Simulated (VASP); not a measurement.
```
MoSi2
1.0
   -1.60500     1.60500     3.92500
    1.60500    -1.60500     3.92500
    1.60500     1.60500    -3.92500
Si Mo
2 1
Cartesian
  0.00000   0.00000   5.22025
  0.00000   0.00000   2.62975
  0.00000   0.00000   0.00000
```

The base run (VASP): PBE GGA, plane waves, VASP's PBE PAW potentials (set 64). Settings: 400 eV cut-off, 12×12×12 Γ-centred mesh, first-order Methfessel-Paxton smearing of 0.10 eV, potentials Si Mo_sv.

One setting is varied; ΔE counts from the most expensive setting. The base run took about 40 core-seconds. Costs are core time on shared hosts, one run each; read them as rough ratios.

The pressure holds a Pulay error that falls with the cut-off, as the column shows.

```csv
setting,cost over the base run,electronic steps,ΔE (meV/atom),pressure (GPa)
ENCUT = 150,(withheld),13,(withheld),(withheld)
ENCUT = 200,about 1/3,13,109.7,-27.81
ENCUT = 300,within a factor of 2,13,6.2,1.39
base run,reference,13,1.1,1.30
ENCUT = 500,within a factor of 2,13,0.2,1.70
ENCUT = 700,about 2 times,13,0.0,1.71
ENCUT = 650,about 2 times,13,0.1,1.68
```

Question: Complete the blanks.

Answer: 
- ENCUT = 150, cost over the base run: about 1/4
- ENCUT = 150, ΔE (meV/atom): 1100.7
- ENCUT = 150, pressure (GPa): -200.30

Left out are runs that failed, have no time on record or changed the cell.

The compound is MoSi2 in the MoSi2 type structure. The cell was not relaxed at this level.
